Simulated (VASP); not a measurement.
Output of a VASP run:

### OUTCAR
```
 ion  position               nearest neighbor table
   1  0.000  0.000  0.000-   2 2.64   2 2.64   2 2.64   2 2.64
   2  0.250  0.250  0.250-   1 2.64   1 2.64   1 2.64   1 2.64
  LATTYP: Found a face centered cubic cell.
 ALAT       =     6.1076127982
 Subroutine PRICEL returns:
 Original cell was already a primitive cell.
 Subroutine GETGRP returns: Found 24 space group operations
The static configuration has the point symmetry T_d .
The dynamic configuration has the point symmetry T_d .
 Subroutine INISYM returns: Found 24 space group operations
 Subroutine IBZKPT returns following result:
 Found     29 irreducible k-points:

 Following reciprocal coordinates:
            Coordinates               Weight
  0.000000  0.000000  0.000000      1.000000
  0.125000  0.000000  0.000000      8.000000
  0.250000  0.000000  0.000000      8.000000
  0.375000  0.000000  0.000000      8.000000
  0.500000  0.000000  0.000000      4.000000
  0.125000  0.125000  0.000000      6.000000
  0.250000  0.125000  0.000000     24.000000
  0.375000  0.125000  0.000000     24.000000
  0.500000  0.125000  0.000000     24.000000
 -0.375000  0.125000  0.000000     24.000000
 -0.250000  0.125000  0.000000     24.000000
 -0.125000  0.125000  0.000000     12.000000
  0.250000  0.250000  0.000000      6.000000
  0.375000  0.250000  0.000000     24.000000
  0.500000  0.250000  0.000000     24.000000
 -0.375000  0.250000  0.000000     24.000000
 -0.250000  0.250000  0.000000     12.000000
  0.375000  0.375000  0.000000      6.000000
  0.500000  0.375000  0.000000     24.000000
 -0.375000  0.375000  0.000000     12.000000
  0.500000  0.500000  0.000000      3.000000
  0.375000  0.250000  0.125000     24.000000
  0.500000  0.250000  0.125000     48.000000
 -0.375000  0.250000  0.125000     24.000000
  0.500000  0.375000  0.125000     24.000000
 -0.375000  0.375000  0.125000     48.000000
 -0.250000  0.375000  0.125000     24.000000
 -0.375000  0.500000  0.125000     12.000000
 -0.250000  0.500000  0.250000      6.000000
   k-points           NKPTS =     29   k-points in BZ     NKDIM =     29   number of bands    NBANDS=     13
   number of dos      NEDOS =    301   number of ions     NIONS =      2
   total plane-waves  NPLWV =  32768
   dimension x,y,z NGX =    32 NGY =   32 NGZ =   32
   dimension x,y,z NGXF=    64 NGYF=   64 NGZF=   64
   ions per type =               1   1
   PREC   = accura    normal or accurate (medium, high low for compatibility)
   ISTART =      0    job   : 0-new  1-cont  2-samecut
   ICHARG =      2    charge: 1-file 2-atom 10-const
   ISPIN  =      1    spin polarized calculation?
   LNONCOLLINEAR =      F non collinear calculations
   LSORBIT =      F    spin-orbit coupling
   INIWAV =      1    electr: 0-lowe 1-rand  2-diag
   ENCUT  =  480.0 eV  35.28 Ry    5.94 a.u.   7.71  7.71  7.71*2*pi/ulx,y,z
   NELM   =    100;   NELMIN=  2; NELMDL= -5     # of ELM steps
   EDIFF  = 0.1E-06   stopping-criterion for ELM
   LREAL  =      F    real-space projection
   NLSPLINE    = F    spline interpolate recip. space projectors
   LMAXMIX     =    4 max onsite mixed and CHGCAR
   VOSKOWN=      0    Vosko Wilk Nusair interpolation
   EDIFFG = 0.1E-05   stopping-criterion for IOM
   NSW    =      0    number of steps for IOM
   NBLOCK =      1;   KBLOCK =      1    inner block; outer block
   IBRION =     -1    ionic relax: 0-MD 1-quasi-New 2-CG
   NFREE  =      0    steps in history (QN), initial steepest desc. (CG)
   ISIF   =      2    stress and relaxation
   ISYM   =      2    0-nonsym 1-usesym 2-fastsym
   TEIN   =    0.0    initial temperature
   TEBEG  =    0.0;   TEEND  =   0.0 temperature during run
   SMASS  =  -3.00    Nose mass-parameter (am)
   PSTRESS=    0.0 pullay stress
   NELECT =      18.0000    total number of electrons
   EFERMI =   0.00;   METHOD = LEGACY
   ISMEAR =     0;   SIGMA  =   0.05  broadening in eV -4-tet -1-fermi 0-gaus
   IALGO  =     38    algorithm
...
```

### OSZICAR
```
       N       E                     dE             d eps       ncg     rms          rms(c)
DAV:   1     0.803587254761E+02    0.80359E+02   -0.82421E+03   759   0.141E+03
DAV:   2    -0.330043345754E+02   -0.11336E+03   -0.10998E+03   784   0.314E+02
DAV:   3    -0.412315331400E+02   -0.82272E+01   -0.81778E+01   999   0.905E+01
DAV:   4    -0.414479962799E+02   -0.21646E+00   -0.21633E+00   888   0.169E+01
DAV:   5    -0.414591236592E+02   -0.11127E-01   -0.11127E-01  1088   0.316E+00    0.589E+00
DAV:   6    -0.380258304088E+02    0.34333E+01   -0.21098E+00   914   0.366E+01    0.308E+00
DAV:   7    -0.380176736667E+02    0.81567E-02   -0.64484E-01   784   0.124E+01    0.151E+00
DAV:   8    -0.380126107732E+02    0.50629E-02   -0.37919E-01   779   0.806E+00    0.107E+00
DAV:   9    -0.380056223872E+02    0.69884E-02   -0.20972E-02   889   0.182E+00    0.842E-01
DAV:  10    -0.380507394358E+02   -0.45117E-01   -0.84981E-02   792   0.352E+00    0.343E-01
DAV:  11    -0.380581005570E+02   -0.73611E-02   -0.17794E-02   770   0.161E+00    0.296E-01
DAV:  12    -0.380569765288E+02    0.11240E-02   -0.37777E-03   764   0.734E-01    0.240E-01
DAV:  13    -0.380564890263E+02    0.48750E-03   -0.20834E-03   774   0.680E-01    0.877E-02
DAV:  14    -0.380582923338E+02   -0.18033E-02   -0.97743E-04   754   0.339E-01    0.453E-02
DAV:  15    -0.380583096731E+02   -0.17339E-04   -0.21653E-04   894   0.172E-01    0.356E-02
DAV:  16    -0.380583116390E+02   -0.19659E-05   -0.51479E-05   780   0.940E-02    0.259E-02
DAV:  17    -0.380583378767E+02   -0.26238E-04   -0.17792E-05   804   0.452E-02    0.164E-02
DAV:  18    -0.380583361063E+02    0.17704E-05   -0.66114E-06   967   0.245E-02    0.948E-03
DAV:  19    -0.380583385984E+02   -0.24920E-05   -0.19803E-05   813   0.452E-02    0.563E-03
DAV:  20    -0.380583392052E+02   -0.60685E-06   -0.11165E-06   919   0.121E-02    0.642E-03
DAV:  21    -0.380583405169E+02   -0.13117E-05   -0.74068E-07   774   0.104E-02    0.372E-03
DAV:  22    -0.380583400070E+02    0.50990E-06   -0.81772E-07   795   0.136E-02    0.217E-03
DAV:  23    -0.380583402082E+02   -0.20118E-06   -0.32160E-07   766   0.613E-03    0.583E-04
DAV:  24    -0.380583402419E+02   -0.33700E-07   -0.15095E-08   407   0.147E-03
   1 F= -.38058340E+02 E0= -.38058295E+02  d E =-.906530E-04
```

**OUTCAR**
```
------------------------ aborting loop because EDIFF is reached ----------------------------------------
  FORCE on cell =-STRESS in cart. coord.  units (eV):
  Direction    XX          YY          ZZ          XY          YZ          ZX
  --------------------------------------------------------------------------------------
  Total        0.0145526      0.0145526      0.0145526     -0.0000000      0.0000000     -0.0000000
  in kB        0.4093514      0.4093514      0.4093514     -0.0000000      0.0000000     -0.0000000
  external PRESSURE =       0.4093514 kB  Pullay stress =       0.0000000 kB
  volume of cell :       56.96
      direct lattice vectors                 reciprocal lattice vectors
     0.000000000  3.053806399  3.053806399    -0.163730091  0.163730091  0.163730091
     3.053806399  0.000000000  3.053806399     0.163730091 -0.163730091  0.163730091
     3.053806399  3.053806399  0.000000000     0.163730091  0.163730091 -0.163730091
  FREE ENERGIE OF THE ION-ELECTRON SYSTEM (eV)
  ---------------------------------------------------
  free  energy   TOTEN  =       -38.0583402419 eV

  energy  without entropy=      -38.0582495888  energy(sigma->0) =      -38.05829492
```
(Selected blocks of OUTCAR.)

File POSCAR:
```
InAs
1
    0.0000000000     3.0538063991     3.0538063991
    3.0538063991     0.0000000000     3.0538063991
    3.0538063991     3.0538063991     0.0000000000
In As
1 1
Direct
  0.0000000000   0.0000000000   0.0000000000
  0.2500000000   0.2500000000   0.2500000000
```

Problem. Reconstruct the remaining input files.

Solution. This is not unique; one that fits is the input of the run itself, r2SCAN meta-GGA, plane waves, VASP's PBE PAW potentials (set 64).

### KPOINTS
```
Automatic mesh
0
Gamma
  8 8 8
0 0 0
```

INCAR:
```
ALGO  =  Normal
EDIFF  =  1E-7
ENCUT  =  480
ISIF  =  2
ISMEAR  =  0
LASPH  =  .TRUE.
LCHARG  =  .FALSE.
LMAXMIX  =  4
LMIXTAU  =  .TRUE.
LREAL  =  .FALSE.
LWAVE  =  .FALSE.
METAGGA  =  R2SCAN
NELM  =  100
PREC  =  Accurate
SIGMA  =  0.05
SYSTEM  =  InAs
```

POTCAR, in this order: In_d As (PBE.64 set). Program: vasp_std.

The compound is InAs in the zinc blende structure. It was relaxed first.
